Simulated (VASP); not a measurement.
Runs of VASP 6.6.1 on CsCaH3. The structure is cubic, space group Pm-3m (No. 221). Conventional cell: a = 4.621 Å, b = 4.621 Å, c = 4.621 Å, α = 90.00°, β = 90.00°, γ = 90.00°. Cs (site symmetry m-3m) has 12 H at 3.27 Å as nearest neighbours. Ca (site symmetry m-3m) has 6 H at 2.31 Å as nearest neighbours. H (site symmetry 4/mmm) is surrounded by 2 Ca at 2.31 Å. The cell comes from a database or a generator and needn't be the stable form of this composition.

| k mesh | mesh quality | gap on the mesh (eV) | pressure (GPa) |
| --- | --- | --- | --- |
| 6 × 6 × 6 | not flagged | 2.79 | -2.3 |
| 4 × 4 × 4 | not flagged | 2.79 | -2.3 |
| 5 × 5 × 5 | not flagged | 3.16 | -2.3 |
| 2 × 2 × 2 | coarse | (a) | -1.6 |

Alike in all rows: task single point; level LDA; potentials or basis VASP PAW LDA potentials, release 64 (Cs_sv, Ca_sv, H); no spin polarisation; cell as given; cutoff (eV) 520; smearing gaussian 0.01 eV.

**Question.** Fill in the values left out.

**Answer.** (a) 2.77.

Caveats: some runs use coarse meshes; spin-orbit coupling is left out, which moves the levels of the heavy elements; an odd mesh through Γ misses points on the zone boundary, where band edges often lie (some runs).

A k mesh can miss the band edges, and the runs leave out spin-orbit coupling on Cs.

Not every run made on this cell is shown here.
